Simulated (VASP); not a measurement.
# BeCd2S3 (Cc) in VASP: single point with r2SCAN

Aim: the single point of BeCd2S3 with r2SCAN.

Program: VASP 6.6.1. These are calculated values, not measurements. Logs are shortened: lines on timing, memory, paths and dates and some standing lists are left out, and cuts for length are marked.

### Step 1. Starting point

Symmetry: Cc, No. 9, monoclinic system. Conventional cell: a = 6.770 Å, b = 11.947 Å, c = 6.688 Å, α = 90.00°, β = 107.89°, γ = 90.00°. Be (site symmetry 1) is surrounded by 4 S at 2.12 to 2.20 Å. Cd (site symmetry 1) is surrounded by 4 S at 2.55 to 2.58 Å. Cd (site symmetry 1) has 4 S at 2.55 to 2.57 Å as nearest neighbours. Around S (site symmetry 1) lie 1 Be at 2.12 Å. Around S (site symmetry 1) lie 2 Be at 2.16 to 2.20 Å. S (site symmetry 1) is surrounded by 1 Be at 2.12 Å.

The cell was built by a generator and needn't be a form met in nature.

### Step 2. Single point, r2SCAN

File INCAR:

```
SYSTEM = BeCd2S3
PREC = Accurate ; ENCUT = 520
EDIFF = 1E-6 ; ISMEAR = 0
SIGMA = 0.03 ; LREAL = .False.
LASPH = .True. ; NELM = 150
ALGO = Normal ; ISIF = 2
LWAVE = .False. ; LCHARG = .False.
METAGGA = R2SCAN ; LMIXTAU = .True.
NBANDS = 56 ; KPAR = 4
```

File KPOINTS:

```
regular mesh
0
Gamma
  4 4 4
  0 0 0
```

File POSCAR:

```
BeCd2S3
1.0
    3.3851300000     -5.9737000000      0.0000000000
    3.3851300000      5.9737000000      0.0000000000
   -2.0541670000      0.0000000000      6.3642380000
Be Cd S
2 4 6
Direct
    0.0716680000      0.9210300000      0.4941680000
    0.9210300000      0.0716680000      0.9941680000
    0.4092170000      0.5815830000      0.4982650000
    0.7631580000      0.2431660000      0.4994250000
    0.5815830000      0.4092170000      0.9982650000
    0.2431660000      0.7631580000      0.9994250000
    0.7531760000      0.5830110000      0.3969220000
    0.0384640000      0.1604060000      0.3386900000
    0.3365220000      0.8887550000      0.3981610000
    0.5830110000      0.7531760000      0.8969220000
    0.1604060000      0.0384640000      0.8386900000
    0.8887550000      0.3365220000      0.8981610000
```

Potentials or basis: VASP PAW PBE potentials, release 64 (Be, Cd, S).

On the command line:

```console
$ cat potpaw_PBE.64/Be/POTCAR potpaw_PBE.64/Cd/POTCAR potpaw_PBE.64/S/POTCAR > POTCAR
$ mpirun -np 4 vasp_std > vasp.out
```

OUTCAR:

```text
SYSTEM = BeCd2S3
   PREC = Accurate
   ENCUT = 520
   EDIFF = 1E-6
   ISMEAR = 0
   LREAL = .False.
   LASPH = .True.
   NELM = 150
   ISIF = 2
   METAGGA = R2SCAN

 ion  position               nearest neighbor table
   1  0.072  0.921  0.494-   7 2.12   9 2.12   8 2.16  11 2.20
   2  0.921  0.072  0.994-  10 2.12  12 2.12  11 2.16   8 2.20
   3  0.409  0.582  0.498-   7 2.55   9 2.56  10 2.56   8 2.58
   4  0.763  0.243  0.499-  12 2.55   9 2.56   7 2.56   8 2.57
   5  0.582  0.409  0.998-  10 2.55  12 2.56   7 2.56  11 2.58
   6  0.243  0.763  0.999-   9 2.55  12 2.56  10 2.56  11 2.57
   7  0.753  0.583  0.397-   1 2.12   3 2.55   4 2.56   5 2.56
   8  0.038  0.160  0.339-   1 2.16   2 2.20   4 2.57   3 2.58
   9  0.337  0.889  0.398-   1 2.12   6 2.55   4 2.56   3 2.56
  10  0.583  0.753  0.897-   2 2.12   5 2.55   6 2.56   3 2.56
  11  0.160  0.038  0.839-   2 2.16   1 2.20   6 2.57   5 2.58
  12  0.889  0.337  0.898-   2 2.12   4 2.55   6 2.56   5 2.56

  LATTYP: Found a base centered monoclinic cell.
 ALAT       =     6.7702600000
 B/A-ratio  =     1.7646885053
 C/A-ratio  =     0.9877811524
 COS(beta)  =    -0.3071635410

  Lattice vectors:

 A1 = (   3.3851300000,  -5.9737000000,   0.0000000000)
 A2 = (   3.3851300000,   5.9737000000,   0.0000000000)
 A3 = (  -2.0541670000,   0.0000000000,   6.3642380000)

Analysis of symmetry for initial positions (statically):
=====================================================================
 Subroutine PRICEL returns:
 Original cell was already a primitive cell.

 Routine SETGRP: Setting up the symmetry group for a
 base centered monoclinic supercell.

 Subroutine GETGRP returns: Found  2 space group operations
 (whereof  1 operations were pure point group operations)
 out of a pool of  4 trial point group operations.

The static configuration has the point symmetry C_1 .
 The point group associated with its full space group is C_1h.

Analysis of symmetry for dynamics (positions and initial velocities):
=====================================================================
 Subroutine PRICEL returns:
 Original cell was already a primitive cell.

 Routine SETGRP: Setting up the symmetry group for a
 base centered monoclinic supercell.

 Subroutine GETGRP returns: Found  2 space group operations
 (whereof  1 operations were pure point group operations)
 out of a pool of  4 trial point group operations.

The dynamic configuration has the point symmetry C_1 .
 The point group associated with its full space group is C_1h.

 Subroutine INISYM returns: Found  2 space group operations
 (whereof  1 operations are pure point group operations),
 and found     1 'primitive' translations

----------------------------------------------------------------------------------------

                                     Primitive cell

  volume of cell :     257.3921

  direct lattice vectors                    reciprocal lattice vectors
     3.385130000 -5.973700000  0.000000000     0.147704815 -0.083700219  0.047674263
     3.385130000  5.973700000  0.000000000     0.147704815  0.083700219  0.047674263
    -2.054167000  0.000000000  6.364238000     0.000000000  0.000000000  0.157128002

  length of vectors
     6.866163179  6.866163179  6.687535225     0.176338522  0.176338522  0.157128002

  position of ions in fractional coordinates (direct lattice)
     0.071668000  0.921030000  0.494168000
     0.921030000  0.071668000  0.994168000
     0.409217000  0.581583000  0.498265000
     0.763158000  0.243166000  0.499425000
     0.581583000  0.409217000  0.998265000
     0.243166000  0.763158000  0.999425000
     0.753176000  0.583011000  0.396922000
     0.038464000  0.160406000  0.338690000
     0.336522000  0.888755000  0.398161000
     0.583011000  0.753176000  0.896922000
     0.160406000  0.038464000  0.838690000
     0.888755000  0.336522000  0.898161000

  ion indices of the primitive-cell ions
   primitive index   ion index
                 1           1
                 2           2
                 3           3
                 4           4
                 5           5
                 6           6
                 7           7
                 8           8
                 9           9
                10          10
                11          11
                12          12

----------------------------------------------------------------------------------------

 KPOINTS: regular mesh

Automatic generation of k-mesh.
 Grid dimensions read from file:
 generate k-points for:    4    4    4

 Generating k-lattice:

  Cartesian coordinates                     Fractional coordinates (reciprocal lattice)
     0.036926204 -0.020925055  0.011918566     0.250000000 -0.000000000  0.000000000
     0.036926204  0.020925055  0.011918566    -0.000000000  0.250000000  0.000000000
     0.000000000  0.000000000  0.039282000     0.000000000  0.000000000  0.250000000

  Length of vectors
     0.044084631  0.044084631  0.039282000

  Shift w.r.t. Gamma in fractional coordinates (k-lattice)
     0.000000000  0.000000000  0.000000000

 Subroutine IBZKPT returns following result:
 ===========================================

 Found     24 irreducible k-points:

 Following reciprocal coordinates:
            Coordinates               Weight
  0.000000  0.000000  0.000000      1.000000
  0.250000  0.000000 -0.000000      4.000000
  0.500000  0.000000 -0.000000      2.000000
  0.250000  0.250000 -0.000000      2.000000
  0.500000  0.250000 -0.000000      4.000000
 -0.250000  0.250000  0.000000      2.000000
[... 16 lines left out ...]
 -0.250000  0.250000  0.500000      2.000000
  0.500000  0.500000  0.500000      1.000000
   k-points           NKPTS =     24   k-points in BZ     NKDIM =     24   number of bands    NBANDS=     56
   number of dos      NEDOS =    301   number of ions     NIONS =     12
   total plane-waves  NPLWV = 145800
   dimension x,y,z NGX =    54 NGY =   54 NGZ =   50
   dimension x,y,z NGXF=   108 NGYF=  108 NGZF=  100
   ions per type =               2   4   6
   NGX,Y,Z   is equivalent  to a cutoff of  13.07, 13.07, 12.43 a.u.
   NGXF,Y,Z  is equivalent  to a cutoff of  26.15, 26.15, 24.86 a.u.
 SYSTEM =  BeCd2S3
   PREC   = accura    normal or accurate (medium, high low for compatibility)
   ISTART =      0    job   : 0-new  1-cont  2-samecut
   ICHARG =      2    charge: 1-file 2-atom 10-const
   ISPIN  =      1    spin polarized calculation?
   LNONCOLLINEAR =      F non collinear calculations
   LSORBIT =      F    spin-orbit coupling
   LASPH  =      T    aspherical Exc in radial PAW
   ENCUT  =  520.0 eV  38.22 Ry    6.18 a.u.  12.77 12.77 12.43*2*pi/ulx,y,z
   NELM   =    150;   NELMIN=  2; NELMDL= -5     # of ELM steps
   EDIFF  = 0.1E-05   stopping-criterion for ELM
   LREAL  =      F    real-space projection
   EDIFFG = 0.1E-04   stopping-criterion for IOM
   NSW    =      0    number of steps for IOM
   IBRION =     -1    ionic relax: 0-MD 1-quasi-New 2-CG
   NFREE  =      0    steps in history (QN), initial steepest desc. (CG)
   ISIF   =      2    stress and relaxation
   ISYM   =      2    0-nonsym 1-usesym 2-fastsym
   POTIM  = 0.5000    time-step for ionic-motion
   TEBEG  =    0.0;   TEEND  =   0.0 temperature during run
   PSTRESS=    0.0 pullay stress
   NELECT =      88.0000    total number of electrons
   NUPDOWN=      -1.0000    fix difference up-down
   EMIN   =  10.00;   EMAX   =-10.00  energy-range for DOS
   EFERMI =   0.00;   METHOD = LEGACY
   ISMEAR =     0;   SIGMA  =   0.03  broadening in eV -4-tet -1-fermi 0-gaus
   EFERMI_NEDOS =   21; number of points for ismear=-14 and -15
   IALGO  =     38    algorithm
   IMIX   =      4    mixing-type and parameters
     AMIX     =   0.40;   BMIX     =  1.00
     AMIX_MAG =   1.60;   BMIX_MAG =  1.00
  volume/ion in A,a.u.               =      21.45       144.75
  Fermi-wavevector in a.u.,A,eV,Ry     =   1.144732  2.163231 17.829243  1.310412
  Thomas-Fermi vector in A             =   2.281423
   LORBIT       =      0    0 simple, 1 ext, 2 COOP (PROOUT), +10 PAW based schemes
   METAGGA = R2SCAN    functional components
   LHFCALC =     F    Hartree Fock is set to
   AEXX    =    0.0000 exact exchange contribution
   IVDW    =     0    specifies the selected vdW correction
   LEPSILON=     F    determine dielectric tensor
   LRPA    =     F    only Hartree local field effects (RPA)
 non-spin polarized calculation
 Gauss-broadening in eV      SIGMA  =   0.03
  energy-cutoff  :      520.00
  volume of cell :      257.39
 maximum number of plane-waves:      6950
 NGX is ok and might be reduce to    54
   NGX = 25   NGY = 25   NGZ = 25

 number of electron      87.9999989 magnetization

 Free energy of the ion-electron system (eV)
  ---------------------------------------------------
  ext. energy  EPLUGINS =         0.00000000
  ---------------------------------------------------
  free energy    TOTEN  =      -147.83934859 eV

  energy without entropy =     -147.83934859  energy(sigma->0) =     -147.83934859

 E-fermi :   1.8038     XC(G=0):  -9.8549

 val. band max:        1.6197446335   @ k =   0.0000   0.0000   0.0000
 cond. band min:       3.9000595162   @ k =   0.0000   0.0000   0.0000
 fundamental gap:      2.2803148827
 Fermi energy:         1.8037999427

 k-point     1 :       0.0000    0.0000    0.0000
  band No.  band energies     occupation
      1     -11.5151      2.00000
      2     -10.7801      2.00000
      3     -10.5216      2.00000
      4     -10.4990      2.00000
      5     -10.4914      2.00000
      6     -10.4631      2.00000
[... 1405 lines left out ...]
     55       8.9574      0.00000
     56       8.9578      0.00000

------------------------ aborting loop because EDIFF is reached ----------------------------------------

  FORCE on cell =-STRESS in cart. coord.  units (eV):
  Direction    XX          YY          ZZ          XY          YZ          ZX
  --------------------------------------------------------------------------------------
  -------------------------------------------------------------------------------------
  Total       -1.9956750     -1.9616397     -1.9784195      0.0000000      0.0000000      0.0080843
  in kB      -12.4223922    -12.2105343    -12.3149826      0.0000000      0.0000000      0.0503221
  external PRESSURE =     -12.3159697 kB  Pullay stress =       0.0000000 kB

 VOLUME and BASIS-vectors are now :
 -----------------------------------------------------------------------------
  energy-cutoff  :      520.00
  volume of cell :      257.39
      direct lattice vectors                 reciprocal lattice vectors
     3.385130000 -5.973700000  0.000000000     0.147704815 -0.083700219  0.047674263
     3.385130000  5.973700000  0.000000000     0.147704815  0.083700219  0.047674263
    -2.054167000  0.000000000  6.364238000     0.000000000  0.000000000  0.157128002

 POSITION                                       TOTAL-FORCE (eV/Angst)
 -----------------------------------------------------------------------------------
      2.34531      5.07383      3.14500        -0.001484      0.000053     -0.005643
      1.31822     -5.07383      6.32712        -0.001484     -0.000053     -0.005643
      2.33047      1.02966      3.17108        -0.006615     -0.005101     -0.002161
      2.38064     -3.10628      3.17846        -0.003449     -0.005149     -0.006025
      1.30338     -1.02966      6.35320        -0.006615      0.005101     -0.002161
      1.35355      3.10628      6.36058        -0.003449      0.005149     -0.006025
      3.70782     -1.01651      2.52611        -0.108673     -0.001137     -0.029303
     -0.02253      0.72844      2.15550         0.056242      0.077159      0.069390
      3.32983      3.29887      2.53399         0.063979     -0.105349     -0.026257
      2.68074      1.01651      5.70823        -0.108673      0.001137     -0.029303
     -1.04961     -0.72844      5.33762         0.056242     -0.077159      0.069390
      2.30275     -3.29887      5.71611         0.063979      0.105349     -0.026257
 -----------------------------------------------------------------------------------
    total drift:                               -0.000220      0.000000     -0.003092

  FREE ENERGIE OF THE ION-ELECTRON SYSTEM (eV)
  ---------------------------------------------------
  free  energy   TOTEN  =      -147.8393485883 eV

  energy  without entropy=     -147.8393485883  energy(sigma->0) =     -147.83934859
```

It took 5.6 min on 4 MPI ranks of Intel Xeon Platinum 8488C (Sapphire Rapids), shared host; peak memory 0.57 GiB.

Results:

| Quantity | Value |
| --- | --- |
| Free energy | -147.8393 eV |
| Pressure | -1.2 GPa |
| Largest force | 0.126 eV/Å |
| Band gap on the k mesh | 2.28 eV, direct |

Forces in eV/Å, atoms in the order of the input:
```
Be  -0.001  0.000 -0.006
Be  -0.001  0.000 -0.006
Cd  -0.007 -0.005 -0.002
Cd  -0.003 -0.005 -0.006
Cd  -0.007  0.005 -0.002
Cd  -0.003  0.005 -0.006
S   -0.109 -0.001 -0.029
S    0.056  0.077  0.069
S    0.064 -0.105 -0.026
S   -0.109  0.001 -0.029
S    0.056 -0.077  0.069
S    0.064  0.105 -0.026
```

Levels at points of the mesh, in eV from the valence-band top:
```
           k point  band 42  band 43  band 44  band 45  band 46  band 47
(0.00, 0.00, 0.00)    -0.11    -0.06     0.00     2.28     3.51     4.37
(0.50, 0.00, 0.00)    -0.81    -0.75    -0.26     3.94     4.25     4.45
(0.50, 0.50, 0.00)    -0.69    -0.36    -0.22     3.50     3.52     4.14
(0.00, 0.00, 0.50)    -0.45    -0.28    -0.28     3.53     3.53     5.17
(0.50, 0.00, 0.50)    -0.81    -0.57    -0.50     3.55     3.82     4.23
(0.50, 0.50, 0.50)    -0.97    -0.78    -0.78     4.20     4.20     4.69
```

Caveat: the PAW data sets were made with another functional, which shifts forces and pressure a little. r2SCAN opens gaps a little over a GGA but as a rule still falls short of measured ones.
